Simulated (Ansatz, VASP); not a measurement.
# AlIn2As2P: VASP beside Ansatz

```
Al In P As
1.0
    -2.72193    2.72193    5.40612
     2.72193   -2.72193    5.40612
     2.72193    2.72193   -5.40612
Al In P As
1 2 1 2
Direct
  0.00000 0.00000 0.00000
  0.50000 0.00000 0.50000
  0.00000 0.50000 0.50000
  0.50000 0.50000 0.00000
  0.75000 0.25000 0.50000
  0.25000 0.75000 0.50000
```

Alike in both runs: functional PBE; k mesh 4 × 4 × 4; occupations gaussian, width 0.1 eV; no spin polarisation.

Ansatz relaxed the structure, and its values are those at the end. VASP's run is a single point on that final structure, the one shown.

```csv
,VASP,Ansatz
version,VASP 6.6.1,Ansatz 0.2.0
potentials or method,"VASP PAW PBE potentials, release 64 (Al, In_d, P, As)","scalar-relativistic, plane waves, PAW"
plane-wave cutoff (eV),520,420
valence electrons in the cell,44,64
```

|  | VASP | Ansatz | Ansatz less VASP |
| --- | --- | --- | --- |
| gap on the k mesh at the Fermi level (eV) | none | none | - |
| pressure (GPa) | 0.0 | 0.0 | +0.02 |

A gap of «none» marks a metal or a gap that the smearing closes. The two sets of potentials don't hold the same shells in valence.

Caveats: the k mesh is coarse (spacing up to 0.41 Å⁻¹), so the values aren't converged.
